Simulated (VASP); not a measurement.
Consider the following.

```xyz
2
Lattice="0.0000 3.2233 3.2233 3.2233 0.0000 3.2233 3.2233 3.2233 0.0000" Properties=species:S:1:pos:R:3 pbc="T T T"
Te     3.2233     3.2233     3.2233
Pb     0.0000     0.0000     0.0000
```

Level of theory: PBE GGA with D3 dispersion (zero damping), VASP's PBE PAW potentials (set 64) (plane waves; VASP 6.6.1). Run with 520 eV cut-off, 7×7×7 Γ-centred mesh, Gaussian smearing of 0.050 eV, potentials Te Pb_d.

Give the stress tensor in GPa (positive for a compressed cell).

```
1.34  0.00  0.00
0.00  1.34  0.00
0.00  0.00  1.34
```
The pressure is its mean diagonal, 1.34 GPa.

The compound is PbTe in the rock salt structure. This cell is one point of a volume scan, at 0.97 of the reference volume.
